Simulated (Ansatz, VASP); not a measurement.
**SbTeN: VASP beside Ansatz**

```
Te Sb N
1.0
     3.95745    0.00000    0.00000
     0.00000    3.95745    0.00000
     0.00000    0.00000    9.76846
Te Sb N
2 2 2
Direct
  0.00000 0.50000 0.44878
  0.50000 0.00000 0.55122
  0.00000 0.50000 0.89540
  0.50000 0.00000 0.10460
  0.00000 0.00000 0.00000
  0.50000 0.50000 0.00000
```

The cell comes from a database or a generator and needn't be the stable form of this composition.

Alike in both runs: task single point; functional PBE; k mesh 7 × 7 × 3; occupations fermi-dirac, width 0.05 eV; no spin polarisation.

|  | VASP | Ansatz |
| --- | --- | --- |
| version | VASP 6.6.1 | Ansatz 0.2.0 |
| potentials or method | VASP PAW PBE potentials, release 64 (Te, Sb, N) | Ansatz PAW |
| plane-wave cutoff (eV) | 520 | 420 |
| valence electrons in the cell | 32 | 72 |

|  | VASP | Ansatz | Ansatz less VASP |
| --- | --- | --- | --- |
| gap on the k mesh at the Fermi level (eV) | none | none | - |
| pressure (GPa) | -0.1 | 0.0 | +0.13 |
| largest component of the traceless stress (GPa) | 0.09 | 0.04 | -0.053 |
| rms of the force components (eV/Å) | 0.026 | 0.022 | -0.0044 |

Atom by atom the forces differ by 0.005 eV/Å (rms over components). A gap of «none» marks a metal or a gap that the smearing closes. The two sets of potentials don't hold the same shells in valence.

Caveats: this functional lacks dispersion, which binds the layers, so the pressure and a relaxed spacing across them are unreliable. The runs have no spin-orbit coupling, so splittings on Sb, Te are missing.
